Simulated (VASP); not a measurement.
Method: PBEsol GGA, VASP's PBE PAW potentials (set 64) (plane waves; VASP).

Input for VASP

File POSCAR:
```
ScB
1
    3.3020000000     0.0000000000     0.0000000000
    0.0000000000     3.3020000000     0.0000000000
    0.0000000000     0.0000000000     3.3020000000
Sc B
1 1
Direct
  0.0000000000   0.0000000000   0.0000000000
  0.5000000000   0.5000000000   0.5000000000
```

KPOINTS:
```
K-points
0
G
 10 10 10
0 0 0
```

INCAR:
```
! general
SYSTEM =ScB
PREC   =Accurate
ENCUT  =520   ! plane-wave cut-off (eV)
LREAL  =F   ! projection in real space or not
LASPH  =T   ! aspherical one-centre terms

! electronic loop
EDIFF  =1E-6
NELM   =100   ! most electronic steps
ALGO   =Normal   ! blocked Davidson
LMAXMIX=4   ! l cut-off of mixed one-centre charges

! smearing
ISMEAR =1   ! Methfessel-Paxton
SIGMA  =0.1   ! width (eV)

! functional
GGA    =PS

! ions
IBRION =2   ! conjugate gradients
NSW    =60
ISIF   =3   ! ions, shape and volume
EDIFFG =-0.01

! output
LWAVE  =F
LCHARG =F
```

POTCAR, in this order: Sc_sv B (PBE.64 set). Program: vasp_std.

Energy and stress use the plane-wave basis of the starting cell.

Q: Predict the energy per atom (σ→0), volume per atom, band gap (on the k-mesh).

A: 
```json
{
 "energy per atom (σ→0)": "-6.848 eV/atom",
 "band gap (on the k-mesh)": "none (metal, semimetal or under 0.01 eV)",
 "volume_per_atom": "12.64 Å³/atom"
}
```

### OSZICAR
```
...
  15 F= -.13695537E+02 E0= -.13695209E+02  d E =-.256391E-03
       N       E                     dE             d eps       ncg     rms          rms(c)
DAV:   1    -0.136957215956E+02   -0.18484E-03   -0.50149E-03  1282   0.125E+00    0.109E-01
DAV:   2    -0.136955706381E+02    0.15096E-03   -0.50451E-04  1846   0.395E-01    0.252E-02
DAV:   3    -0.136955570663E+02    0.13572E-04   -0.16990E-05  1851   0.500E-02    0.120E-02
DAV:   4    -0.136955535928E+02    0.34734E-05   -0.89499E-06  1820   0.396E-02    0.612E-03
DAV:   5    -0.136955531547E+02    0.43810E-06   -0.14369E-07   634   0.541E-03
  16 F= -.13695553E+02 E0= -.13695226E+02  d E =-.272845E-03
```

The structure was generated: ScB was put into the CsCl type type (Pm-3m), which need not be its known phase. This run relaxes it. Symmetry was kept, so distortions that lower it aren't found.
